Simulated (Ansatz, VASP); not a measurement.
## Cross-check of Ca2AsI between VASP and Ansatz

Wanted: the spread between two codes on one cell, functional and k mesh. The cell is taken from a series of runs on this material, whose earlier steps may have relaxed, scaled, displaced or heated it; both programs get it as it stands.

Method: plane waves, with VASP 6.6.1 beside it; relaxation of cell and atoms at LDA, in Ansatz 0.2.0.

## 1. The structure

It takes space group R-3m (No. 166, trigonal). Conventional cell: a = 4.267 Å, b = 4.267 Å, c = 21.618 Å, α = 90.00°, β = 90.00°, γ = 120.00°. Nearest to Ca lie 3 As at 2.85 Å and 3 I at 3.29 Å. Nearest to As lie 6 Ca at 2.85 Å. I has 6 Ca at 3.29 Å nearest. Farther neighbours and most contacts between anions are not listed.

As a file:

```cif
data_structure
_symmetry_space_group_name_H-M 'P 1'
_symmetry_Int_Tables_number 1
_cell_length_a 7.6154
_cell_length_b 7.6154
_cell_length_c 7.6154
_cell_angle_alpha 32.537
_cell_angle_beta 32.537
_cell_angle_gamma 32.537
_cell_volume 113.61
loop_
_atom_site_label
_atom_site_type_symbol
_atom_site_fract_x
_atom_site_fract_y
_atom_site_fract_z
_atom_site_occupancy
Ca1 Ca 0.23265 0.23265 0.23265 1
Ca2 Ca 0.76735 0.76735 0.76735 1
As3 As 0.50000 0.50000 0.50000 1
I4 I 0.00000 0.00000 0.00000 1
```

## 2. Ansatz: relaxation of cell and atoms, LDA

Ansatz runs on its default PAW (the set named soft_2) files.

The relaxed volume is the usual yardstick between codes: in a stiff, nearly cubic crystal its relative difference is about their pressure difference at one cell divided by the bulk modulus.

input.yaml reads:

```yaml
crystal:
  lattice:
    - [2.1333652197, 1.2316991455, 7.2060079084]
    - [-2.1333652197, 1.2316991455, 7.2060079084]
    - [0.0, -2.4633978061, 7.2060079912]
  atoms:
    - { symbol: Ca, position: [0.2326522509, 0.2326522509, 0.2326522509] }
    - { symbol: Ca, position: [0.7673477491, 0.7673477491, 0.7673477491] }
    - { symbol: As, position: [0.5, 0.5, 0.5] }
    - { symbol: I, position: [1.0, 0.0, 0.0] }
kpoints:
  mp_grid: { grid: [9, 9, 9] }
hamiltonian:
  xc: lda
scf:
  occupations: { method: gaussian, width: 0.02 }
output:
  forces: true
  stress: true
  eigenvalues: true
relax:
  adjacent_minimum: "off"
  f_tol: 0.005
  max_steps: 80
  cell: { stress_tol: 0.05 }
```

Started as:

```console
$ ansatz run input.yaml --threads 2 --pin off --max-ram 5120MiB --backend cpu --events-out ev --progress --plain --runs-dir out
```

Numbers of over 12 decimals in the logs are rounded to 6 here.

The program printed:

```text
basis.fft_grid_basis auto: the FFT boxes are laid along the combinations [[1, 0, -1], [0, 1, -1], [0, 0, 1]] of the cell's own vectors, 4.267, 4.267 and 7.615 Å long. The dense box has 30×30×54 points. Along the cell's own vectors, as sized, it would have 54×54×54, 3.24 times as many. Of the 12 symmetry operations that the crystal satisfies within crystal.symmetry.tolerance (time reversal apart; of a slab, those that [...]
Engine: ansatz 0.2.0, x86_64-unknown-linux-gnu
Pseudopotentials: kind: paw
Pseudopotential: Ca, paw, valence charge 10, recommended cutoff 420 eV (normal), Ca.paw.azcp
Pseudopotential: As, paw, valence charge 15, recommended cutoff 420 eV (normal), As.paw.azcp
Pseudopotential: I, paw, valence charge 17, recommended cutoff 420 eV (normal), I.paw.azcp
Functional definition: SPW92
  exchange = slater_x
  correlation = pw_c
Crystal: 4 atoms, lattice volume = 113.610 Å³
Basis set: ecut = 420 eV, 2209 PW (Γ), FFT grids on a1−a3, a2−a3, a3
Bands: 32, of which v1, the nominal top of the filled ones, is band 26 counted from 1 (25 counted from 0)
Symmetry: 12 space group operations
Space group: R-3m (ITA 166), of the structure as read, at distance tolerance 4.8e-5 Å
k-points: 85 of 729
Non-local potential: Ca, projectors of the file, l = 0: 3, l = 1: 2, l = 2: 2
Non-local potential: As, projectors of the file, l = 0: 2, l = 1: 2, l = 2: 3, l = 3: 1
Non-local potential: I, projectors of the file, l = 0: 2, l = 1: 2, l = 2: 2, l = 3: 2
PAW form: soft (Blöchl's): semilocal exchange-correlation on the pseudo side does not see the compensation charge
PAW frozen core: Ca, regenerated for the run's functional, and the local potential with it (the file was generated under x = pbe(κ = 0.804, μ = 0.219515), c = pbe(β = 0.066725))
PAW frozen core: As, regenerated for the run's functional, and the local potential with it (the file was generated under x = pbe(κ = 0.804, μ = 0.219515), c = pbe(β = 0.066725))
PAW frozen core: I, regenerated for the run's functional, and the local potential with it (the file was generated under x = pbe(κ = 0.804, μ = 0.219515), c = pbe(β = 0.066725))
PAW one-centre angular grid: Ca, 110 points (default); XC on 64 Gauss nodes
PAW one-centre angular grid: As, 590 points (default); XC on 64 Gauss nodes
PAW one-centre angular grid: I, 590 points (default); XC on 64 Gauss nodes
Initial density: superposition of atomic densities (neutral atoms: chi_scale 0, normalization atom), corrected by the library's trained network
Initial wavefunctions: pseudopotential atomic-orbital guess
Functional: x = slater, c = lda
SCF iter   1: F=—  HF=-15680.660869 eV  |F-HF|=—  |Δ(HF+E_count)|=         —  Δρ=4.63e-3  dr2=1.15e-2  ethr=1.77e-3  ⟨swp⟩=10.1  Hψ=16059  notcnv=0  defer=2
preconditioner: auto → Resta (q_TF=auto, 2.395 Å⁻¹)  ε∞=4.0  [insulator: Δε(μ)=1.252 eV  Ē_g=8.047 eV  σ=0.020 eV  W_gap=1.00  n_scr=28 (ndim 8)  ℏωp=13.9 eV  f_vac=0.003  D(μ)=0.00/eV (n_scr^D=0)  ε∞_Penn≈4.0]
SCF iter   2: F=—  HF=-15680.659005 eV  |F-HF|=—  |Δ(HF+E_count)|=   1.86e-3  Δρ=2.55e-3  dr2=3.90e-3  ethr=2.21e-5  ⟨swp⟩=3.2  Hψ=4724  notcnv=0  defer=137
SCF iter   3: F=—  HF=-15680.658628 eV  |F-HF|=—  |Δ(HF+E_count)|=   3.77e-4  Δρ=3.75e-4  dr2=1.26e-4  ethr=7.50e-6  ⟨swp⟩=2.0  Hψ=3671  notcnv=0  defer=137
SCF iter   4: F=—  HF=-15680.658608 eV  |F-HF|=—  |Δ(HF+E_count)|=   2.02e-5  Δρ=9.43e-5  dr2=8.43e-6  ethr=2.43e-7  ⟨swp⟩=2.0  Hψ=4793  notcnv=0  defer=137
SCF iter   5: F=—  HF=-15680.658608 eV  |F-HF|=—  |Δ(HF+E_count)|=   3.03e-7  Δρ=2.88e-5  dr2=1.25e-6  ethr=1.62e-8  ⟨swp⟩=2.0  Hψ=4199  notcnv=0  defer=137
SCF iter   6: F=—  HF=-15680.658608 eV  |F-HF|=—  |Δ(HF+E_count)|=   3.69e-7  Δρ=1.40e-5  dr2=1.39e-7  ethr=2.40e-9  ⟨swp⟩=2.4  Hψ=4263  notcnv=0  defer=137
SCF iter   7: F=-15680.658608 eV  HF=-15680.658608 eV  |F-HF|=5.59e-9  |Δ(HF+E_count)|=   6.58e-8  Δρ=3.37e-6  dr2=9.80e-9  ethr=1.92e-10  ⟨swp⟩=10.1  Hψ=12075  notcnv=0
SCF 1 converged in 7 iterations: F = -15680.658608 eV  dr2 = 9.80e-9
  greatest PAW one-centre occupation: 1.000 electrons in one spin orbital (limit 2), on the I atom at site 3 (counted from 0), in its partial waves of l = 2
relax step   1: F+E_penalty+E_count = -15680.65860776 eV  Δ(F+E_penalty+E_count) = +0.000e0 eV  max|allowed force component| = 1.116e-3 eV/Å  Δτ_max = 0.0000 Å  P = +0.008 GPa  Ω = 113.610 Å³  (7 SCF iters, dr2 threshold 1.00e-7 eV, accepted)
Initial density: handed on by an earlier stage of this run
Initial wavefunctions: pseudopotential atomic-orbital guess (no wavefunctions were taken with the density)
iter 1 solved again at ethr=1.81e-7 eV; its pass at ethr=3.10e-3 eV (dr2=9.41e-5 eV) is discarded
SCF iter   1: F=—  HF=-15680.658608 eV  |F-HF|=—  |Δ(HF+E_count)|=         —  Δρ=3.48e-6  dr2=1.07e-8  ethr=1.81e-7  ⟨swp⟩=3.2  Hψ=22791  notcnv=0
eigensolver tolerance schedule: the retry pair's looser diagonalisation over-reported the residual by 8812.84 of it (diagonalisation noise at 1.06 of the residual, at the tolerance the schedule requests for it); recorded, not acted on — ethr = c·dr2/N_el stays at c = 1.0e-1
preconditioner: auto → Resta (q_TF=auto, 2.395 Å⁻¹)  ε∞=4.0  [insulator: Δε(μ)=1.249 eV  Ē_g=8.044 eV  σ=0.020 eV  W_gap=1.00  n_scr=28 (ndim 8)  ℏωp=13.9 eV  f_vac=0.001  D(μ)=0.00/eV (n_scr^D=0)  ε∞_Penn≈4.0]
SCF iter   2: F=—  HF=-15680.658608 eV  |F-HF|=—  |Δ(HF+E_count)|=   1.66e-7  Δρ=2.11e-6  dr2=4.26e-9  ethr=2.05e-11  ⟨swp⟩=3.3  Hψ=6725  notcnv=0
SCF iter   3: F=—  HF=-15680.658608 eV  |F-HF|=—  |Δ(HF+E_count)|=   2.47e-9  Δρ=7.15e-7  dr2=6.27e-10  ethr=8.19e-12  ⟨swp⟩=3.0  Hψ=4538  notcnv=0
SCF iter   4: F=—  HF=-15680.658608 eV  |F-HF|=—  |Δ(HF+E_count)|=  6.91e-11  Δρ=2.85e-7  dr2=8.53e-11  ethr=1.21e-12  ⟨swp⟩=2.0  Hψ=4335  notcnv=0
SCF iter   5: F=-15680.658608 eV  HF=-15680.658608 eV  |F-HF|=1.46e-11  |Δ(HF+E_count)|=  1.82e-11  Δρ=1.46e-7  dr2=2.49e-11  ethr=1.00e-12  ⟨swp⟩=5.1  Hψ=10737  notcnv=0
SCF 2 converged in 5 iterations: F = -15680.658608 eV  dr2 = 2.49e-11
relax step   2: F+E_penalty+E_count = -15680.65860776 eV  Δ(F+E_penalty+E_count) = -5.748e-10 eV  max|allowed force component| = 1.113e-3 eV/Å  Δτ_max = 0.0000 Å  P = +0.008 GPa  Ω = 113.610 Å³  stress off target by 1.41e-2 GPa  SCF on the basis re-selected at this cell (its energy is not comparable with the rows above)  (5 SCF iters)
basis re-selected at this cell: Δ(F+E_penalty+E_count) = -5.748e-10 eV, ΔP = +0.000 GPa vs the last step (what re-selecting the basis moved, of the pressure what is left beyond the Pulay correction that the steps carried, after the strain that the cell walked since its last selection, with what the two solves' SCF thresholds leave and, on support functions, any second-order correction that the steps lacked; it is no  [...]
SCF converged after 5 iterations
Free energy (F): -15680.658608 eV
Harris-Foulkes:  -15680.658608 eV  (|F-HF|=1.46e-11)
Internal energy: -15680.658608 eV  (E = F + TS)
E sigma→0 (E₀):  -15680.658608 eV
Fermi energy:    8.311635 eV
--- Per-component energies (eV) ---
  E_band       = -876.751541
  E_kinetic    = 853.426419
  E_local      = -5263.660867  (includes V_loc(G=0)·N_el)
  E_nonlocal   = -616.362973
  E_hartree    = 2514.001228
  E_xc         = -479.563729
  E_vxc        = -552.029763  (∫ρ·V_xc dr)
  E_paw        = -8047.019898  (= ΣΔE_a)
  E_vpaw       = -326.126746  (= ΣTr[D̂ρ^β])
  E_aug_tail   = 0.000066  (compensation charges beyond the density's cutoff)
  E_ewald      = -4644.901630
  E_core_change = 3.422777  (= ΣΔE_core)
  E_smearing   = -0.000000  (= −TS)
  E_closure    = -0.000000  (closes the sum)
  Σ components = -15680.658608   (vs F -15680.658608, Δ=0.00e0)
--- Forces (eV/Å), atoms counted from 1 ---
  atom   1  Ca     0.00000000    -0.00000000    -0.00111301
  atom   2  Ca     0.00000000     0.00000000     0.00111301
  atom   3  As     0.00000000     0.00000000     0.00000000
  atom   4  I      0.00000000     0.00000000    -0.00000000
  max |Σ_I F_I| component: 1.31e-31 eV/Å
--- Stress (GPa, compression-positive) ---
        0.014051       0.000000       0.000000
        0.000000       0.014051      -0.000000
        0.000000      -0.000000      -0.005241
  P = ⅓ Tr σ = 0.0076 GPa (0.076 kbar)
--- Band table (eV; the first three rows and the last of 85) ---
  k-point 0: bands = [... 22 lower, 5.0609, 7.1437, 7.6874, 7.6874, 9.9249, 10.5252, 10.5252, 10.6288, ... 2 higher]
  k-point 1: bands = [... 22 lower, 5.0010, 7.0549, 7.2547, 7.6222, 10.2563, 10.5324, 10.7651, 10.8098, ... 2 higher]
  k-point 2: bands = [... 22 lower, 4.8532, 6.5273, 6.9406, 7.5000, 10.0341, 10.7911, 10.9896, 11.3270, ... 2 higher]
  k-point 84: bands = [... 22 lower, 5.0409, 6.1028, 7.2765, 7.4549, 10.1078, 10.8243, 10.9417, 10.9755, ... 2 higher]
--- Relaxed structure (1 steps of the walk, 1 accepted, 1 SCFs on fresh bases) ---
  F+E_penalty+E_count = -15680.65860776 eV   max|allowed force component| = 1.113e-3 eV/Å   (the final SCF, on the basis selected at the relaxed cell)
  cell:  # Å, volume = 113.6098 Å³
    - [2.133365, 1.231699, 7.206008]
    - [-2.133365, 1.231699, 7.206008]
    - [0.0, -2.463398, 7.206008]
  atoms:
    - { symbol: Ca, position: [0.232652, 0.232652, 0.2326522509] }
    - { symbol: Ca, position: [0.767348, 0.767348, 0.767348] }
    - { symbol: As, position: [0.5, 0.5, 0.500000] }
    - { symbol: I, position: [1.0, 5.551115123125783e-17, -5.551115123125783e-17] }
```

(Continued in part 2 of 2.)

[Lines on the potential files, build, host, timing and source positions are cut from VASP's logs without a mark.]

[Logs are printed without paths, hosts, clocks, repeated set-up lines and the standing remarks that a program may print on its own settings, such as how far it seeks lower states.]

[Hosts, paths, dates, database ids (printed as entryN), source tags and the programs' standing remarks are cut or masked in the printed files.]
